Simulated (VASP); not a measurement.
HfRu3: single point with PBE+D3(BJ)

The system is HfRu3.

```
CELL_PARAMETERS angstrom
3.95577 0.00000 0.00000
0.00000 3.95577 0.00000
0.00000 0.00000 3.95577
ATOMIC_POSITIONS crystal
Hf 0.00000 0.00000 0.00000
Ru 0.00000 0.50000 0.50000
Ru 0.50000 0.00000 0.50000
Ru 0.50000 0.50000 0.00000
```

The cell comes from a database or a generator and needn't be the stable form of this composition.

- Program: VASP 6.6.1
- Task: single point
- Functional: PBE
- Dispersion: D3(BJ)
- Potentials or basis: VASP PAW PBE potentials, release 64 (Hf_pv, Ru_pv)
- Cutoff: 520 eV
- k mesh: 5 × 5 × 5
- Occupations: methfessel-paxton, width 0.2 eV
- Spin: spin-orbit coupling, no magnetisation

```
Pressure                                              : -7.8 GPa
Valence electrons inside the program's atomic spheres : Hf 8.65; Ru 12.64
Dispersion energy per atom                            : -0.573 eV
```

It took 2.5 min on 1 thread of Intel(R) Xeon(R) Platinum 8488C (Sapphire Rapids) (shared host), peak memory 0.37 GiB.
